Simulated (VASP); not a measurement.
Input:

```
NaI
1.0
    0.00000     3.25985     3.25985
    3.25985     0.00000     3.25985
    3.25985     3.25985     0.00000
Na I
1 1
Direct
  0.00000   0.00000   0.00000
  0.50000   0.50000   0.50000
```

The numbers are results of PBE GGA, VASP's PBE PAW potentials (set 64) (plane waves; VASP), not measurements. Numerical set-up: 350 eV cut-off, 6×6×6 Γ-centred mesh, Gaussian smearing of 0.050 eV, potentials Na_pv I.

Unless said otherwise, spin-orbit coupling is left out, though it shifts the bands of the heavy elements here.

**Question.** Estimate the energy per atom (σ→0), band gap (on the k-mesh) with the smallest direct gap where there is one.

**Answer.** 
| Property | Value |
|---|---|
| band gap (on the k-mesh) | 3.58 eV |
| smallest direct gap (on the k-mesh) | 3.58 eV |
| energy per atom (σ→0) | -2.694 eV/atom |

The compound is NaI in the rock salt structure. It was relaxed first.
